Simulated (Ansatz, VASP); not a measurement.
# Two plane-wave programs on WF2

```xyz
3
Lattice="0.0000 2.6797 2.6797 2.6797 0.0000 2.6797 2.6797 2.6797 0.0000" Properties=species:S:1:pos:R:3 pbc="T T T"
W     0.0000    0.0000    0.0000
F     1.3399    1.3399    1.3399
F     4.0196    4.0196    4.0196
```

Alike in both runs: task single point; functional PBE; k mesh 10 × 10 × 10; occupations fermi-dirac, width 0.05 eV; collinear spin; Hubbard terms W d U = 6.2 eV.

```csv
,VASP,Ansatz
version,VASP 6.6.1,Ansatz 0.2.0
potentials or method,"VASP PAW PBE potentials, release 64 (W_sv, F)","scalar-relativistic, plane waves, PAW"
plane-wave cutoff (eV),520,420
valence electrons in the cell,28,28
```

|  | VASP | Ansatz | Ansatz less VASP |
| --- | --- | --- | --- |
| gap on the k mesh at the Fermi level (eV) | none | none | - |
| pressure (GPa) | 19.5 | 25.6 | +6.04 |
| largest component of the traceless stress (GPa) | 0.00 | 11.41 | +11.409 |
| rms of the force components (eV/Å) | 0.000 | 0.625 | +0.6253 |
| net moment per atom (μB) | 1.31 | 1.33 | +0.018 |
| size of the moment on the site where the two differ most (μB) | 3.27 | 2.38 | -0.888 |

Site moments also hang on the region over which each program counts them. The programs project onto different local orbitals, so the same U acts differently. A gap of «none» marks a metal or a gap that the smearing closes. Ansatz warned: «filled_band_counts_differ_across_k_points».

Spin-orbit coupling is left out, which matters for the levels of W. The state reached can hang on the start; a lower one may exist.
